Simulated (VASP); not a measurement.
A convergence study with VASP on HfO2 (fluorite): one setting is varied, all else stays as given below, so the limit is that of these other settings. ε∞ is the independent-particle value.

```yaml
crystal:
  lattice:
    - [0.00000, 2.54000, 2.54000]
    - [2.54000, 0.00000, 2.54000]
    - [2.54000, 2.54000, 0.00000]
  atoms:
    - { symbol: Hf, position: [0.00000, 0.00000, 0.00000] }
    - { symbol: O, position: [0.25000, 0.25000, 0.25000] }
    - { symbol: O, position: [0.75000, 0.75000, 0.75000] }
```

Method: PBEsol GGA, VASP's PBE PAW potentials (set 64) (plane waves; VASP). The tightest run used: 700 eV cut-off, 6×6×6 Γ-centred mesh, Gaussian smearing of 0.050 eV, potentials Hf_pv O.

Problem. The settings run are NBANDS = 12; NBANDS = 13; NBANDS = 15; NBANDS = 19; NBANDS = 27; NBANDS = 43; NBANDS = 75; NBANDS = 139. From which on does the mean ε∞ stay within 0.3  of the tightest run?

Solution. From NBANDS = 27 on: it is off by 0.08 there and by no more than 0.3 in any finer run, while NBANDS = 19 is off by 0.43.
```tsv
setting	mean ε∞	bands	difference judged ()
NBANDS = 12	1.99	12	3.51
NBANDS = 13	2.70	13	2.79
NBANDS = 15	4.36	15	1.14
NBANDS = 19	5.07	19	0.43
NBANDS = 27	5.41	27	0.08
NBANDS = 43	5.48	43	0.02
NBANDS = 75	5.49	75	0.01
NBANDS = 139	5.50	139	0.00
```

Left out are rungs that failed or repeat a setting and relaxations that didn't move; long series are thinned to 24 rows.

The compound is HfO2 in the fluorite structure, the high-temperature cubic form, which is unstable at 0 K; the monoclinic form is the stable one. The cell was not relaxed at this level.
